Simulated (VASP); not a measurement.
The system is ZnO.

```
CELL_PARAMETERS angstrom
3.24931 0.00000 0.00000
-1.62465 2.81398 0.00000
0.00000 0.00000 5.20571
ATOMIC_POSITIONS crystal
Zn 0.33333 0.66667 0.50000
Zn 0.66667 0.33333 0.00000
O 0.66667 0.33333 0.37901
O 0.33333 0.66667 0.87901
```

| Quantity | Value |
| --- | --- |
| Program | VASP 6.6.1 |
| Task | relaxation of cell and atoms |
| Functional | PBE |
| Potentials or basis | VASP PAW PBE potentials, release 64 (Zn, O) |
| Cutoff | 520 eV |
| k mesh | 12 × 12 × 6 |
| Occupations | gaussian, width 0.02 eV |
| Spin | no spin polarisation |

At the start: pressure 6.0 GPa; volume 11.90 Å³/atom.

**Question.** Where does the relaxation end?

**Answer.** Over 11 steps the energy falls by 9.4 meV/atom and the volume is 12.41 Å³/atom (+4.3 %); space group P6_3mc (No. 186, to 0.05 Å).

Step by step:
```tsv
step	energy change (eV)	largest force (eV/Å)	pressure (GPa)	volume (Å³)
1	0.0000	0.0740	6.01	47.60
2	-0.0277	0.0274	-2.75	50.74
3	-0.0376	0.0007	0.01	49.63
4	-0.0375	0.0017	-0.12	49.67
5	-0.0376	0.0101	0.06	49.61
6	-0.0376	0.0107	0.05	49.60
7	-0.0376	0.0119	0.07	49.60
8	-0.0376	0.0110	0.08	49.60
9	-0.0377	0.0110	0.01	49.62
10	-0.0377	0.0109	-0.03	49.64
11	-0.0377	0.0007	-0.01	49.63
```

Final structure:
```
Zn O
1.0
     3.28693    0.00000    0.00000
    -1.64346    2.84656    0.00000
     0.00000    0.00000    5.30398
Zn O
2 2
Direct
  0.33333 0.66667 0.49993
  0.66667 0.33333 0.99993
  0.66667 0.33333 0.37908
  0.33333 0.66667 0.87908
```
